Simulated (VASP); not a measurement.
Data:

```yaml
crystal:
  lattice:
    - [1.78500, -3.09171, 0.00000]
    - [1.78500, 3.09171, 0.00000]
    - [0.00000, 0.00000, 5.66100]
  atoms:
    - { symbol: Lu, position: [0.33333, 0.66667, 0.25000] }
    - { symbol: Lu, position: [0.66667, 0.33333, 0.75000] }
```

All values below come from PBE GGA, VASP's PBE PAW potentials (set 64) (plane waves; VASP 6.6.1). Run with 400 eV cut-off, 9×9×5 Γ-centred mesh, first-order Methfessel-Paxton smearing of 0.10 eV, potentials Lu_3.

Problem. Give the stress tensor in GPa (positive for a compressed cell).

Solution. 
```
-2.18   0.00   0.00
 0.00  -2.18   0.00
 0.00   0.00  -2.98
```
The pressure is its mean diagonal, -2.45 GPa.

The compound is Lu in the hcp structure. The cell was not relaxed at this level.
